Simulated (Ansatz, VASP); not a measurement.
**InH: VASP beside Ansatz**

Aim: how closely do two programs agree when they are given the same cell, functional and k mesh? The cell is generated by rule, not measured, and may not be a known phase. The cell is taken from a series of runs on this material, whose earlier steps may have relaxed, scaled, displaced or heated it; both programs get it as it stands.

Main program and level: Ansatz 0.2.0; plane waves, with VASP 6.6.1 beside it; relaxation of cell and atoms at PBEsol.

The structure was built from a prototype and need not be the compound's stable phase.

## (1) Starting point

The structure is cubic, space group Pm-3m (No. 221). Conventional cell: a = 3.101 Å, b = 3.101 Å, c = 3.101 Å, α = 90.00°, β = 90.00°, γ = 90.00°. In has 8 H at 2.69 Å nearest. H has 8 In at 2.69 Å nearest. Farther neighbours are not listed.

## (2) Ansatz: relaxation of cell and atoms, PBEsol

Ansatz runs on norm-conserving files, of PseudoDojo where its log says so.

The relaxed volume is the usual yardstick between codes: in a stiff, nearly cubic crystal its relative difference is about their pressure difference at one cell divided by the bulk modulus.

File input.yaml:

```yaml
crystal:
  lattice:
    - [3.1009932085, 0.0, 0.0]
    - [0.0, 3.1009932085, 0.0]
    - [0.0, 0.0, 3.1009932085]
  atoms:
    - { symbol: In, position: [0.0, 0.0, 0.0] }
    - { symbol: H, position: [0.5, 0.5, 0.5] }
kpoints:
  mp_grid: { grid: [12, 12, 12] }
hamiltonian:
  xc: pbesol
  pseudopotentials: { kind: nc, accuracy: standard }
scf:
  occupations: { method: gaussian, width: 0.1 }
output:
  forces: true
  stress: true
  eigenvalues: true
basis:
  ecutwfc: 1088.455
relax:
  adjacent_minimum: "off"
  f_tol: 0.003
  max_steps: 80
  cell: { stress_tol: 0.03 }
```

Command:

```sh
$ ansatz run input.yaml --threads 4 --pin off --max-ram 8192MiB --backend cpu --events-out ev --progress --plain --runs-dir out
```

Numbers of over 12 decimals in the logs are rounded to 6 here.

The log of the run:

```text
Engine: ansatz 0.2.0, x86_64-unknown-linux-gnu
Pseudopotentials: kind: nc
Pseudopotential: In, nc, valence charge 13, recommended cutoff 952.398519 eV (normal), In.nc.azcp (PseudoDojo's, or run here from an input of PseudoDojo's; its table is named by hamiltonian.pseudopotentials.accuracy)
Pseudopotential: H, nc, valence charge 1, recommended cutoff 979.609905 eV (normal), H.nc.azcp (PseudoDojo's, or run here from an input of PseudoDojo's; its table is named by hamiltonian.pseudopotentials.accuracy)
Functional definition: PBEsol
  exchange = pbesol_x
  correlation = pbesol_c
Crystal: 2 atoms, lattice volume = 29.820 Å³
Basis set: ecut = 1088.455 eV, 2469 PW (Γ), exchange–correlation on 72×72×72 points (8 copies of the dense FFT grid, shifted against one another)
Bands: 11, of which v1, the nominal top of the filled ones, is band 7 counted from 1 (6 counted from 0)
Symmetry: 48 space group operations
Space group: Pm-3m (ITA 221), of the structure as read, at distance tolerance 3.1e-5 Å
k-points: 84 of 1728
Non-local potential: In, projectors of the file, l = 0: 2, l = 1: 2, l = 2: 2
Non-local potential: H, projectors of the file, l = 0: 2, l = 1: 1
Initial density: superposition of atomic densities (chi_scale 0.1, normalization cell), built separately for each of the 2 bonded fragments (scf.initial_density.interfragment_charge_transfer: auto; true builds it for the cell as a whole; a typed value also counts as a typed key of the start: scf.initial_density.chi_scale says what that changes, if anything)
Initial wavefunctions: pseudopotential atomic-orbital guess
Functional: x = pbesol(κ = 0.804, μ = 0.123457), c = pbesol(β = 0.046)
SCF iter   1: F=—  HF=-1818.922157 eV  |F-HF|=—  |Δ(HF+E_count)|=         —  Δρ=3.85e-2  dr2=7.00e-1  ethr=3.10e-3  ⟨swp⟩=5.6  Hψ=6033  notcnv=0
preconditioner: auto → none  [metal: Δε(μ)=0.046 eV  Ē_g=17.142 eV  σ=0.100 eV  W_gap=0.25  n_scr=6 (ndim 8)  ℏωp=25.4 eV  f_vac=0.000  D(μ)=0.40/eV (n_scr^D=0)  sad-step TF]
SCF iter   2: F=—  HF=-1818.743787 eV  |F-HF|=—  |Δ(HF+E_count)|=   1.78e-1  Δρ=1.96e-2  dr2=2.16e-1  ethr=3.10e-3  ⟨swp⟩=1.9  Hψ=1728  notcnv=0  defer=2
SCF iter   3: F=—  HF=-1818.664390 eV  |F-HF|=—  |Δ(HF+E_count)|=   7.94e-2  Δρ=3.30e-3  dr2=1.39e-3  ethr=1.54e-3  ⟨swp⟩=2.7  Hψ=1450  notcnv=0  defer=7
SCF iter   4: F=—  HF=-1818.665234 eV  |F-HF|=—  |Δ(HF+E_count)|=   8.44e-4  Δρ=1.33e-3  dr2=3.06e-4  ethr=9.94e-6  ⟨swp⟩=2.5  Hψ=1776  notcnv=0  defer=7
SCF iter   5: F=—  HF=-1818.665131 eV  |F-HF|=—  |Δ(HF+E_count)|=   1.03e-4  Δρ=4.45e-4  dr2=3.39e-5  ethr=2.19e-6  ⟨swp⟩=2.2  Hψ=1357  notcnv=0  defer=7
SCF iter   6: F=—  HF=-1818.665119 eV  |F-HF|=—  |Δ(HF+E_count)|=   1.23e-5  Δρ=4.00e-5  dr2=2.84e-7  ethr=2.42e-7  ⟨swp⟩=2.5  Hψ=1499  notcnv=0  defer=7
SCF iter   7: F=-1818.665119 eV  HF=-1818.665119 eV  |F-HF|=1.34e-9  |Δ(HF+E_count)|=   6.43e-7  Δρ=4.15e-6  dr2=3.88e-9  ethr=7.14e-10  ⟨swp⟩=11.1  Hψ=6389  notcnv=0
SCF 1 converged in 7 iterations: F = -1818.665119 eV  dr2 = 3.88e-9
relax step   1: F+E_penalty+E_count = -1818.66511919 eV  Δ(F+E_penalty+E_count) = +0.000e0 eV  max|allowed force component| = 1.413e-30 eV/Å  Δτ_max = 0.0000 Å  P = -0.015 GPa  Ω = 29.820 Å³  (7 SCF iters, dr2 threshold 1.00e-7 eV, accepted)
Initial density: handed on by an earlier stage of this run
Initial wavefunctions: pseudopotential atomic-orbital guess (no wavefunctions were taken with the density)
iter 1 solved again at ethr=1.22e-8 eV; its pass at ethr=3.10e-3 eV (dr2=1.71e-6 eV) is discarded
SCF iter   1: F=—  HF=-1818.665119 eV  |F-HF|=—  |Δ(HF+E_count)|=         —  Δρ=4.21e-6  dr2=4.04e-9  ethr=1.22e-8  ⟨swp⟩=6.8  Hψ=10941  notcnv=0
preconditioner: auto → none  [metal: Δε(μ)=0.070 eV  Ē_g=17.738 eV  σ=0.100 eV  W_gap=0.34  n_scr=6 (ndim 8)  ℏωp=25.4 eV  f_vac=0.000  D(μ)=0.24/eV (n_scr^D=0)]
SCF iter   2: F=—  HF=-1818.665119 eV  |F-HF|=—  |Δ(HF+E_count)|=   5.93e-7  Δρ=2.22e-6  dr2=7.07e-10  ethr=2.89e-11  ⟨swp⟩=3.1  Hψ=1762  notcnv=0
SCF iter   3: F=—  HF=-1818.665119 eV  |F-HF|=—  |Δ(HF+E_count)|=  1.06e-10  Δρ=3.13e-7  dr2=3.14e-11  ethr=5.05e-12  ⟨swp⟩=2.0  Hψ=1410  notcnv=0
SCF iter   4: F=-1818.665119 eV  HF=-1818.665119 eV  |F-HF|=4.55e-13  |Δ(HF+E_count)|=  7.73e-12  Δρ=6.93e-8  dr2=6.21e-13  ethr=1.00e-12  ⟨swp⟩=10.8  Hψ=6554  notcnv=0
SCF 2 converged in 4 iterations: F = -1818.665119 eV  dr2 = 6.21e-13
relax step   2: F+E_penalty+E_count = -1818.66511919 eV  Δ(F+E_penalty+E_count) = -1.958e-10 eV  max|allowed force component| = 3.944e-31 eV/Å  Δτ_max = 0.0000 Å  P = -0.015 GPa  Ω = 29.820 Å³  stress off target by 1.54e-2 GPa  SCF on the basis re-selected at this cell (its energy is not comparable with the rows above)  (4 SCF iters)
basis re-selected at this cell: Δ(F+E_penalty+E_count) = -1.958e-10 eV, ΔP = +0.000 GPa vs the last step (what re-selecting the basis moved, of the pressure what is left beyond the Pulay correction that the steps carried, after the strain that the cell walked since its last selection, with what the two solves' SCF thresholds leave and, on support functions, any second-order correction that the steps lacked; it is no  [...]
SCF converged after 4 iterations
Free energy (F): -1818.665119 eV
Harris-Foulkes:  -1818.665119 eV  (|F-HF|=4.55e-13)
Internal energy: -1818.663930 eV  (E = F + TS)
E sigma→0 (E₀):  -1818.664525 eV
Entropy (-TS):   -0.001189 eV (-0.595 meV/atom)
Fermi energy:    9.114801 eV
--- Per-component energies (eV) ---
  E_band       = -32.641126
  E_kinetic    = 1149.974742
  E_local      = -1244.423460  (includes V_loc(G=0)·N_el)
  E_nonlocal   = -402.315036
  E_hartree    = 394.524456
  E_xc         = -548.126255
  E_vxc        = -324.926284  (∫ρ·V_xc dr)
  E_ewald      = -1168.298377
  E_smearing   = -0.001189  (= −TS)
  E_closure    = -0.000000  (closes the sum)
  Σ components = -1818.665119   (vs F -1818.665119, Δ=0.00e0)
--- Forces (eV/Å), atoms counted from 1 ---
  atom   1  In    -0.00000000    -0.00000000    -0.00000000
  atom   2  H     -0.00000000     0.00000000     0.00000000
  max |Σ_I F_I| component: 5.26e-31 eV/Å
--- Stress (GPa, compression-positive) ---
       -0.015450       0.000000       0.000000
        0.000000      -0.015450       0.000000
        0.000000       0.000000      -0.015450
  P = ⅓ Tr σ = -0.0154 GPa (-0.154 kbar)
--- Band table (eV; the first three rows and the last of 84) ---
  k-point 0: bands = [... 3 lower, -5.1117, -5.1117, -0.8545, 11.8754, 15.4735, 15.4735, 15.4735, 18.9250]
  k-point 1: bands = [... 3 lower, -5.1240, -5.1106, -0.7398, 11.3996, 14.9448, 15.6068, 15.6068, 18.9985]
  k-point 2: bands = [... 3 lower, -5.1574, -5.1078, -0.3930, 10.0625, 14.4827, 15.9989, 15.9989, 19.2200]
  k-point 83: bands = [... 3 lower, -4.9244, -4.9244, 7.9369, 10.9135, 10.9135, 10.9135, 11.3033, 15.0514]
--- Relaxed structure (1 steps of the walk, 1 accepted, 1 SCFs on fresh bases) ---
  F+E_penalty+E_count = -1818.66511919 eV   max|allowed force component| = 3.944e-31 eV/Å   (the final SCF, on the basis selected at the relaxed cell)
  cell:  # Å, volume = 29.8196 Å³
    - [3.1009932085, 0.0, 0.0]
    - [0.0, 3.1009932085, 0.0]
    - [0.0, 0.0, 3.1009932085]
  atoms:
    - { symbol: In, position: [0.0, 0.0, 0.0] }
    - { symbol: H, position: [0.500000, 0.500000, 0.500000] }
```

In the SCF lines HF is the Harris–Foulkes energy and dr2 the Hartree energy of the density residual, in eV; the loop may stop once dr2 is under the threshold and the program's other checks hold. Hψ counts applications of the Hamiltonian.

## (3) VASP: relaxation of cell and atoms, PBEsol

The same cell, functional, mesh and smearing now go to VASP, with its own data sets.

Lines of VASP's logs that name or quote its potential files are left out, and so is its time.

File INCAR:

```
SYSTEM = InH
PREC = Accurate
ENCUT = 500
EDIFF = 1E-07
NELM = 120
ISMEAR = 0
SIGMA = 0.1
LREAL = .FALSE.
ALGO = Normal
GGA = PS
NBANDS = 13
LORBIT = 11
LWAVE = .FALSE.
LCHARG = .FALSE.
ISIF = 3
IBRION = 2
NSW = 80
EDIFFG = -0.005
LASPH = .TRUE.
GGA_COMPAT = .FALSE.
NELMIN = 4
```

File POSCAR:

```
InH
1.0
    3.1009930000      0.0000000000      0.0000000000
    0.0000000000      3.1009930000      0.0000000000
    0.0000000000      0.0000000000      3.1009930000
In H
1 1
Direct
    0.0000000000      0.0000000000      0.0000000000
    0.5000001612      0.5000001612      0.5000001612
```

File KPOINTS:

```
Automatic mesh
0
Gamma
12 12 12
0 0 0
```

PAW data sets: In_d and H (PBE family, release 64).

Command:

```sh
$ mpirun -np 1 vasp_std
```

The log of the run:

```text
[banner, memory and clock lines left out]
running    1 mpi-ranks, on    1 nodes
 distrk:  each k-point on    1 cores,    1 groups
 distr:  one band on    1 cores,    1 groups

 POSCAR found type information on POSCAR InH
 POSCAR found :  2 types and       2 ions
|                                                                             |
|               ----> ADVICE to this user running VASP <----                  |
|                                                                             |
|     You enforced a specific xc type in the INCAR file but a different       |
|     [... a line on the potential file left out ...]
|     I HOPE YOU KNOW WHAT YOU ARE DOING!                                     |
|                                                                             |

 LDA part: xc-table for (Slater+PW92), standard interpolation
 POSCAR, INCAR and KPOINTS ok, starting setup
 FFT: planning ... GRIDC
 FFT: planning ... GRID_SOFT
 FFT: planning ... GRID
 WAVECAR not read
 entering main loop
       N       E                     dE             d eps       ncg     rms          rms(c)
DAV:   1     0.804981314397E+02    0.80498E+02   -0.66754E+03  2194   0.134E+03
DAV:   2    -0.118285215991E+01   -0.81681E+02   -0.78743E+02  2309   0.288E+02
DAV:   3    -0.538597878529E+01   -0.42031E+01   -0.41849E+01  2562   0.660E+01
DAV:   4    -0.547857673572E+01   -0.92598E-01   -0.92561E-01  2749   0.963E+00
DAV:   5    -0.548235213443E+01   -0.37754E-02   -0.37751E-02  3034   0.172E+00    0.297E+00
DAV:   6    -0.527546091768E+01    0.20689E+00   -0.32103E-01  2918   0.731E+00    0.138E+00
DAV:   7    -0.524855013804E+01    0.26911E-01   -0.10341E-01  3016   0.249E+00    0.481E-01
DAV:   8    -0.524816590640E+01    0.38423E-03   -0.80820E-03  2679   0.108E+00    0.112E-01
DAV:   9    -0.524812270486E+01    0.43202E-04   -0.13864E-04  3260   0.141E-01    0.684E-02
DAV:  10    -0.524811589442E+01    0.68104E-05   -0.25759E-05  3169   0.563E-02    0.178E-02
DAV:  11    -0.524811637585E+01   -0.48143E-06   -0.10538E-06  2587   0.120E-02    0.398E-03
DAV:  12    -0.524811619007E+01    0.18577E-06   -0.17269E-07  2115   0.234E-03    0.332E-04
DAV:  13    -0.524811615360E+01    0.36473E-07   -0.28030E-08  1347   0.128E-03
   1 F= -.52481162E+01 E0= -.52475264E+01  d E =-.524812E+01
 curvature:   0.00 expect dE= 0.000E+00 dE for cont linesearch  0.000E+00
 trial: gam= 0.00000 g(F)=  0.000E+00 g(S)=  0.728E-04 ort = 0.000E+00 (trialstep = 0.100E+01)
 search vector abs. value=  0.728E-04
 bond charge predicted
       N       E                     dE             d eps       ncg     rms          rms(c)
DAV:   1    -0.524898171572E+01   -0.86553E-03   -0.17608E-02  2699   0.272E+00    0.171E-01
DAV:   2    -0.524826410349E+01    0.71761E-03   -0.13167E-03  2674   0.803E-01    0.604E-02
DAV:   3    -0.524816821975E+01    0.95884E-04   -0.27045E-04  3089   0.342E-01    0.217E-02
DAV:   4    -0.524816592501E+01    0.22947E-05   -0.96838E-06  2414   0.277E-02    0.103E-02
DAV:   5    -0.524816611519E+01   -0.19018E-06   -0.99500E-07  2439   0.868E-03    0.390E-03
DAV:   6    -0.524816661508E+01   -0.49989E-06   -0.24659E-07  2514   0.399E-03    0.729E-04
DAV:   7    -0.524816660122E+01    0.13855E-07   -0.75334E-09  1217   0.134E-03
   2 F= -.52481666E+01 E0= -.52475799E+01  d E =-.504476E-04
 trial-energy change:   -0.000050  1 .order   -0.000051   -0.000073   -0.000029
 step:   1.7962(harm=  1.6729)  dis= 0.00000  next Energy=    -5.248178 (dE=-0.618E-04)
 bond charge predicted
       N       E                     dE             d eps       ncg     rms          rms(c)
DAV:   1    -0.524869100515E+01   -0.52439E-03   -0.11168E-02  2684   0.217E+00    0.136E-01
DAV:   2    -0.524823503506E+01    0.45597E-03   -0.83533E-04  2664   0.639E-01    0.482E-02
DAV:   3    -0.524817429334E+01    0.60742E-04   -0.17178E-04  3089   0.273E-01    0.172E-02
DAV:   4    -0.524817307833E+01    0.12150E-05   -0.61652E-06  2389   0.221E-02    0.820E-03
DAV:   5    -0.524817335383E+01   -0.27550E-06   -0.63177E-07  2409   0.692E-03    0.311E-03
DAV:   6    -0.524817374970E+01   -0.39586E-06   -0.15708E-07  2509   0.319E-03    0.581E-04
DAV:   7    -0.524817373977E+01    0.99212E-08   -0.47911E-09  1132   0.107E-03
   3 F= -.52481737E+01 E0= -.52475891E+01  d E =-.575862E-04
 curvature:  -0.81 expect dE=-0.738E-06 dE for cont linesearch -0.738E-06
 trial: gam= 0.00000 g(F)=  0.453E-49 g(S)=  0.913E-06 ort =-0.815E-05 (trialstep = 0.116E+01)
 search vector abs. value=  0.913E-06
 reached required accuracy - stopping structural energy minimisation
```

Parts of OUTCAR (step 3):

```text
ion  position               nearest neighbor table
   1  0.000  0.000  0.000-
   2  0.500  0.500  0.500-

  LATTYP: Found a simple cubic cell.
 ALAT       =     3.1009930000

 Subroutine GETGRP returns: Found 48 space group operations
 (whereof 48 operations were pure point group operations)

The static configuration has the point symmetry O_h .

 Found     84 irreducible k-points:

   k-points           NKPTS =     84   k-points in BZ     NKDIM =     84   number of bands    NBANDS=     13

   dimension x,y,z NGX =    24 NGY =   24 NGZ =   24
   dimension x,y,z NGXF=    48 NGYF=   48 NGZF=   48

   ENCUT  =  500.0 eV  36.75 Ry    6.06 a.u.   5.65  5.65  5.65*2*pi/ulx,y,z

   NELECT =      14.0000    total number of electrons

 k-points in reciprocal lattice and weights: Automatic mesh
   0.00000000  0.00000000  0.00000000       0.001
   0.08333333  0.00000000  0.00000000       0.003
   0.16666667  0.00000000  0.00000000       0.003
   0.25000000  0.00000000  0.00000000       0.003
   0.33333333  0.00000000  0.00000000       0.003
   0.41666667  0.00000000  0.00000000       0.003
   0.50000000  0.00000000  0.00000000       0.002
   0.08333333  0.08333333  0.00000000       0.007
   0.16666667  0.08333333  0.00000000       0.014
[...]
0.50000000  0.50000000  0.41666667       0.003
   0.50000000  0.50000000  0.50000000       0.001

 average (electrostatic) potential at core
       1 -94.5739       2 -29.0710

 E-fermi :   6.4214

 k-point     1 :       0.0000    0.0000    0.0000
  band No.  band energies     occupation
    ...
      2      -8.4258      2.00000
      3      -7.7638      2.00000
      4      -7.7638      2.00000
      5      -7.7638      2.00000
      6      -3.5709      2.00000
      7       9.2147      0.00000
      8      12.7759      0.00000
      9      12.7759      0.00000
     10      12.7759      0.00000
     11      16.2642      0.00000
    ...

 k-point     2 :       0.0833    0.0000    0.0000
  band No.  band energies     occupation
    ...
      2      -8.3948      2.00000
      3      -7.7763      2.00000
      4      -7.7763      2.00000
      5      -7.7627      2.00000
      6      -3.4557      2.00000
      7       8.7307      0.00000
      8      12.2661      0.00000
      9      12.9105      0.00000
     10      12.9105      0.00000
     11      16.3339      0.00000
    ...

 k-point     3 :       0.1667    0.0000    0.0000
  band No.  band energies     occupation
    ...
      2      -8.3106      2.00000
      3      -7.8103      2.00000
      4      -7.8103      2.00000
      5      -7.7598      2.00000
      6      -3.1075      2.00000
      7       7.3820      0.00000
      8      11.8189      0.00000
      9      13.3065      0.00000
     10      13.3065      0.00000
     11      16.5438      0.00000
    ...

  Total        0.0035514      0.0035514      0.0035514      0.0000000     -0.0000000     -0.0000000
  in kB        0.1916020      0.1916020      0.1916020      0.0000000     -0.0000000     -0.0000000
  external PRESSURE =       0.1916020 kB  Pullay stress =       0.0000000 kB

  energy-cutoff  :      500.00
  volume of cell :       29.70
      direct lattice vectors                 reciprocal lattice vectors
     3.096730110  0.000000000 -0.000000000     0.322921264  0.000000000 -0.000000000
    -0.000000000  3.096730110  0.000000000    -0.000000000  0.322921264 -0.000000000
     0.000000000  0.000000000  3.096730110     0.000000000 -0.000000000  0.322921264

 POSITION                                       TOTAL-FORCE (eV/Angst)
 -----------------------------------------------------------------------------------
      0.00000      0.00000      0.00000        -0.000000      0.000000      0.000000
      1.54837      1.54837      1.54837         0.000000     -0.000000      0.000000
 -----------------------------------------------------------------------------------
    total drift:                               -0.000009     -0.000009     -0.000009

  FREE ENERGIE OF THE ION-ELECTRON SYSTEM (eV)
  ---------------------------------------------------
  free  energy   TOTEN  =        -5.2481737398 eV

  energy  without entropy=       -5.2470044015  energy(sigma->0) =       -5.24758907

 reached required accuracy - stopping structural energy minimisation

 total charge
# of ion       s       p       d       tot
------------------------------------------
    1        1.043   0.415   9.870  11.328
    2        0.428   0.006   0.000   0.434
--------------------------------------------------
tot          1.471   0.421   9.870  11.761

[... 3 further parts left out ...]
```

CONTCAR:

```
InH
   1.00000000000000
     3.0967301100005979    0.0000000000000000   -0.0000000000000000
    -0.0000000000000000    3.0967301100005979    0.0000000000000000
     0.0000000000000000    0.0000000000000000    3.0967301100005979
  In              H
     1     1
Direct
     0.0000000000000000    0.0000000000000000    0.0000000000000000
     0.5000001611999991    0.5000001611999991    0.5000001611999991
```

## (4) Comparison

Known differences besides the potentials themselves: the cutoff is 1088.45 eV in Ansatz and 500 eV in VASP; Ansatz adds a Pulay correction to the stress that steers its cell, VASP none. Total energies have different zeros and are not compared.

Both answers:

| quantity | Ansatz | VASP | difference |
| --- | --- | --- | --- |
| volume (Å³) | 29.82 | 29.70 | +0.41 % |
| edge a after relaxation, in the typed setting (Å) | 3.101 | 3.097 | +0.14 % |

## (5) Summary of results

```yaml
difference_in_volume_relaxation_of_cell_and_atoms_pbesol: 0.41 %
```

The difference in volume is 0.41 % (relaxation of cell and atoms, PBEsol), within the 1.2 % picked in this series as the mark of a large difference, as far as the stopping tolerances let one tell. 1 further run of this series is not shown here. Such differences can come from data sets, numerical settings and the points named under the comparisons, not from the functional's error against experiment.

[Lines on the potential files, build, host, timing and source positions are cut from VASP's logs without a mark.]

[Logs are printed without paths, hosts, clocks, repeated set-up lines and the standing remarks that a program may print on its own settings, such as how far it seeks lower states.]

[Hosts, paths, dates, database ids (printed as entryN), source tags and the programs' standing remarks are cut or masked in the printed files.]
